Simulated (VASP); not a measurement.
Consider the following.

```xyz
5
Lattice="4.0314 0.0000 0.0000 0.0000 4.0314 0.0000 0.0000 0.0000 4.0314" Properties=species:S:1:pos:R:3 pbc="T T T"
Ba     0.0000     0.0000     0.0000
Ti     2.0157     2.0157     2.0157
O      2.0157     0.0000     2.0157
O      0.0000     2.0157     2.0157
O      2.0157     2.0157     0.0000
```

Calculation: PW91 GGA, VASP's PBE PAW potentials (set 64) (plane waves; VASP). Numerical set-up: 520 eV cut-off, 6×6×6 Γ-centred mesh, tetrahedra with Blöchl corrections, potentials Ba_sv Ti_sv O.

The cores are frozen, which limits the accuracy of field gradients.

Question: Give the principal components of the electric field gradient (V/Å²) and the asymmetry η at each nucleus.

Answer: 
```json
[
 {"atom": "Ba1", "Vxx": "0.0", "Vyy": "0.0", "Vzz": "0.0", "η": "-"},
 {"atom": "Ti2", "Vxx": "0.0", "Vyy": "0.0", "Vzz": "0.0", "η": "-"},
 {"atom": "O3", "Vxx": "-13.2", "Vyy": "-13.2", "Vzz": "26.4", "η": "0.00"},
 {"atom": "O4", "Vxx": "-13.2", "Vyy": "-13.2", "Vzz": "26.4", "η": "0.00"},
 {"atom": "O5", "Vxx": "-13.2", "Vyy": "-13.2", "Vzz": "26.4", "η": "0.00"}
]
```

The compound is BaTiO3 in the cubic perovskite structure, the ideal cubic form; the compound distorts at low or room temperature. It was relaxed first.
